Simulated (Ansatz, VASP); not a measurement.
# TaN: VASP beside Ansatz, part 2 of 2

Aim: how closely do two programs agree when they are given the same cell, functional and k mesh? The cell is taken from a series of runs on this material, whose earlier steps may have relaxed, scaled, displaced or heated it; both programs get it as it stands.

VASP 6.6.1 and Ansatz 0.2.0.

So far: The starting structure; VASP: zone-centre phonons, PBEsol.

### 3. Ansatz: zone-centre phonons, PBEsol

Level of this step: Ansatz beside VASP: Kohn-Sham DFT, plane waves, PBEsol (Ansatz).

Ansatz runs on its PAW soft_1 files.

The same cell, functional, mesh and smearing now go to Ansatz, which takes its cutoff from its data sets.

Contents of input.yaml:

```yaml
crystal:
  lattice:
    - [2.9029415343, 0.0, 0.0]
    - [-1.4514707671, 2.5140211144, 0.0]
    - [0.0, 0.0, 2.8538282125]
  atoms:
    - { symbol: "N", position: [0.6666666667, 0.3333333333, 0.0] }
    - { symbol: Ta, position: [0.0, 0.0, 0.5] }
kpoints:
  mp_grid: { grid: [18, 18, 16] }
hamiltonian:
  xc: pbesol
  pseudopotentials: { kind: paw, azcp: { folder: soft_1 }, xc_functional: pbe }
scf:
  occupations: { method: methfessel_paxton, width: 0.2 }
output:
  eigenvalues: true
phonons:
  method: dfpt
```

Run with:

```bash
$ ansatz run input.yaml --threads 4 --pin off --max-ram 10240MiB --backend cpu --events-out ev --progress --plain --runs-dir out
```

Numbers of over 12 decimals in the logs are rounded to 6 here.

Output:

```text
zone centre: on kpoints.mp_grid the ground state, and the responses unless they are solved on pairs of k-points, stand on 819 of the mesh's 5184 k-points, reduced under 4 symmetry operations, with k and −k counted as one. Each operation leaves every solved displacement unchanged or reverses it
Engine: ansatz 0.2.0, x86_64-unknown-linux-gnu
Pseudopotentials: kind: paw
Pseudopotential: N, paw, valence charge 5, recommended cutoff 420 eV (normal), soft_1/N.paw.azcp
Pseudopotential: Ta, paw, valence charge 13, recommended cutoff 420 eV (normal), soft_1/Ta.paw.azcp
Functional definition: PBEsol
  exchange = pbesol_x
  correlation = pbesol_c
Crystal: 2 atoms, lattice volume = 20.827 Å³
Basis set: ecut = 420 eV, 405 PW (Γ), exchange–correlation on 40×40×40 points (8 copies of the dense FFT grid, shifted against one another)
Bands: 13, of which v1, the nominal top of the filled ones, is band 9 counted from 1 (8 counted from 0)
Symmetry: 12 space group operations
k-points: 819 of 5184 (irreducible under 4 space group operations, time reversal used)
Non-local potential: N, projectors of the file, l = 0: 2, l = 1: 2, l = 2: 1
Non-local potential: Ta, projectors of the file, l = 0: 3, l = 1: 2, l = 2: 2, l = 3: 1
PAW form: soft (Blöchl's): semilocal exchange-correlation on the pseudo side does not see the compensation charge
PAW frozen core: N, regenerated for the run's functional, and the local potential with it (the file was generated under x = pbe(κ = 0.804, μ = 0.219515), c = pbe(β = 0.066725))
PAW frozen core: Ta, regenerated for the run's functional, and the local potential with it (the file was generated under x = pbe(κ = 0.804, μ = 0.219515), c = pbe(β = 0.066725))
PAW one-centre angular grid: N, 110 points (default); XC on 64 Gauss nodes
PAW one-centre angular grid: Ta, 590 points (default); XC on 64 Gauss nodes
Initial density: superposition of atomic densities (chi_scale 0.1, normalization cell, long waves kept (reshape's long-wave potential 0.00 eV rms))
Initial wavefunctions: pseudopotential atomic-orbital guess
Functional: x = pbesol(κ = 0.804, μ = 0.123457), c = pbesol(β = 0.046)
SCF iter   1: F=—  HF=-10188.574834 eV  |F-HF|=—  |Δ(HF+E_count)|=         —  Δρ=4.96e-2  dr2=2.88e-1  ethr=3.10e-3  ⟨swp⟩=5.0  Hψ=52856  notcnv=0
preconditioner: auto → none  [metal: Δε(μ)=0.074 eV  Ē_g=11.478 eV  σ=0.200 eV  W_gap=0.31  n_scr=8 (ndim 8)  ℏωp=25.7 eV  f_vac=0.000  D(μ)=0.05/eV (n_scr^D=0)  sad-step TF]
SCF iter   2: F=—  HF=-10188.565032 eV  |F-HF|=—  |Δ(HF+E_count)|=   9.80e-3  S|Δr|=    0.00e0  Δρ=3.12e-2  dr2=1.25e-1  ethr=1.60e-3  ⟨swp⟩=1.0  Hψ=17199  notcnv=0
SCF iter   3: F=—  HF=-10188.549800 eV  |F-HF|=—  |Δ(HF+E_count)|=   1.52e-2  S|Δr|=    0.00e0  Δρ=1.62e-3  dr2=2.27e-4  ethr=6.92e-4  ⟨swp⟩=2.6  Hψ=14727  notcnv=0
SCF iter   4: F=—  HF=-10188.549948 eV  |F-HF|=—  |Δ(HF+E_count)|=   1.48e-4  S|Δr|=    0.00e0  Δρ=3.70e-4  dr2=2.51e-5  ethr=1.26e-6  ⟨swp⟩=2.4  Hψ=17538  notcnv=0
SCF iter   5: F=—  HF=-10188.549943 eV  |F-HF|=—  |Δ(HF+E_count)|=   5.02e-6  S|Δr|=    0.00e0  Δρ=3.79e-5  dr2=1.21e-7  ethr=1.39e-7  ⟨swp⟩=2.1  Hψ=14252  notcnv=0
SCF iter   6: F=—  HF=-10188.549942 eV  |F-HF|=—  |Δ(HF+E_count)|=   4.42e-7  S|Δr|=    0.00e0  Δρ=8.15e-6  dr2=4.79e-9  ethr=6.74e-10  ⟨swp⟩=2.0  Hψ=17307  notcnv=0
SCF iter   7: F=—  HF=-10188.549942 eV  |F-HF|=—  |Δ(HF+E_count)|=  5.31e-10  S|Δr|=    0.00e0  Δρ=1.20e-6  dr2=8.86e-11  ethr=2.66e-11  ⟨swp⟩=2.9  Hψ=18007  notcnv=0
SCF iter   8: F=-10188.549942 eV  HF=-10188.549942 eV  |F-HF|=1.82e-12  |Δ(HF+E_count)|=  1.27e-11  S|Δr|=    0.00e0  Δρ=7.01e-8  dr2=3.66e-13  ethr=1.00e-12  ⟨swp⟩=6.0  Hψ=45443  notcnv=0
the search or the solves at the SCF's close seem to have found levels that the self-consistency loop had missed (the run counts 3). By its estimate they hold under 1e-12 electrons; where the run keeps them, the occupations were computed again with them
SCF 1 converged in 8 iterations: F = -10188.549942 eV  dr2 = 3.66e-13
  greatest PAW one-centre occupation: 0.999 electrons in one spin orbital (limit 2), on the Ta atom at site 1 (counted from 0), in its partial waves of l = 0
DFPT response loops at Γ: preconditioner auto → Kerker (q_TF=auto, 2.663 Å⁻¹) (partly filled bands, converged f_vac=0.000); β = 1.00, the filter's whole step (`scf.mixing.beta` (0.50) is not read by the response loops under this deck's `scf.mixing.preconditioner`; to damp them name `kerker` or `kerker_dos`, under which they read `scf.mixing.beta`, and type it under 1.00, their step now; both keys bind the ground state too); Broyden in place of MSR1
SCF converged after 8 iterations
Stability not checked: this state was not tested for a lower state beside it, because cold or Methfessel-Paxton smearing, or corrected tetrahedra, fill the levels in a way that the test cannot read (fill_not_monotonic; see scf.lower_state_search)
Free energy (F): -10188.549942 eV
Harris-Foulkes:  -10188.549942 eV  (|F-HF|=1.82e-12)
Internal energy: -10188.550465 eV  (E = F + TS)
E sigma→0 (E₀):  -10188.550073 eV
Entropy (-TS):   0.000523 eV (0.261 meV/atom)
Fermi energy:    20.681938 eV
--- Per-component energies (eV) ---
  E_band       = -43.231079
  E_kinetic    = 525.553124
  E_local      = -567.407066  (includes V_loc(G=0)·N_el)
  E_nonlocal   = 26.543967
  E_hartree    = 204.332552
  E_xc         = -379.748733
  E_vxc        = -311.134659  (∫ρ·V_xc dr)
  E_paw        = -8304.780978  (= ΣΔE_a)
  E_vpaw       = -125.452451  (= ΣTr[D̂ρ^β])
  E_aug_tail   = 0.000896  (compensation charges beyond the density's cutoff)
  E_ewald      = -1693.286037
  E_core_change = 0.241812  (= ΣΔE_core)
  E_smearing   = 0.000523  (= −TS)
  E_closure    = 0.000000  (closes the sum)
  Σ components = -10188.549942   (vs F -10188.549942, Δ=0.00e0)
--- Band table (eV; the first three rows and the last of 819) ---
  k-point 0: bands = [... 5 lower, 16.0292, 16.0292, 16.3502, 17.7593, 23.1909, 24.4729, 24.4729, 24.9247]
  k-point 1: bands = [... 5 lower, 16.0456, 16.0627, 16.0627, 18.0148, 23.3318, 23.8355, 23.8355, 25.4114]
  k-point 2: bands = [... 5 lower, 15.3606, 16.1590, 16.1590, 18.6001, 22.9925, 22.9925, 23.7147, 25.7951]
  k-point 818: bands = [... 5 lower, 12.8861, 13.7378, 16.5284, 19.6881, 25.0582, 26.0004, 27.0943, 28.1748]
--- Phonons (Γ-DFPT): 4 representative perturbations + reference, on 819 of 5184 k-points (Σ response iterations 12) ---
  k mesh reduced under 4 symmetry operations, with k and −k counted as one. Each operation leaves every solved displacement unchanged or reverses it
  ASR residual: 1.872e-5 → 0.000e0 eV/Å²; symmetrization residual: 2.550e-6 eV/Å²
  ASR residual per site (eV/Å²): 1.87e-5 1.13e-5
  Γ frequencies (cm⁻¹): 0.00 0.00 0.00 550.68 550.68 579.45
  non-analytic LO–TO correction: not included (Born effective charges unavailable; polar crystals: no LO–TO splitting at Γ)
```

The column dr2 measures how far the density is from self-consistency, as an energy; F and HF (Harris–Foulkes) agree once it is small.

### 4. Side by side

Known differences besides the potentials themselves: the data sets hold 18 valence electrons in Ansatz (on its PAW soft_1 files) and 16 in VASP; the cutoff is 420 eV in Ansatz and 600 eV in VASP; Ansatz makes its cores anew for this functional, VASP keeps those of its PBE data sets. Total energies have different zeros and are not compared.

The two programs side by side:

```tsv
quantity	Ansatz	VASP	difference
optical mode 1 to 2 (cm⁻¹)	550.7	555.7	-0.91 %
optical mode 3 (cm⁻¹)	579.5	583.0	-0.60 %
```

Modes are paired by rising frequency, not by their patterns, so a pair may set unlike modes beside each other; they are those without the splitting of longitudinal modes.

### 5. Results

| Property | Result |
| --- | --- |
| r.m.s. difference of the optical zone-centre modes, each program's sorted by frequency (zone-centre phonons, PBEsol) | 4.6 cm⁻¹ |
| difference in optical mode 1 to 2 (zone-centre phonons, PBEsol) | -0.9 % |

In words: The r.m.s. difference of the optical zone-centre modes, each program's sorted by frequency is 4.6 cm⁻¹ (zone-centre phonons, PBEsol). The data sets hold unlike numbers of valence electrons (18 in Ansatz and 16 in VASP), so part of the differences comes from the potentials. Among the rows given in per cent, the largest difference of the zone-centre phonons, PBEsol pair is in optical mode 1 to 2, -0.9 %. How closely two codes agree says nothing of how well the functional describes the real material.

[Lines on the potential files, build, host, timing and source positions are cut from VASP's logs without a mark.]

[Logs are printed without paths, hosts, clocks, repeated set-up lines and the standing remarks that a program may print on its own settings, such as how far it seeks lower states.]

[Hosts, paths, dates, database ids (printed as entryN), source tags and the programs' standing remarks are cut or masked in the printed files.]
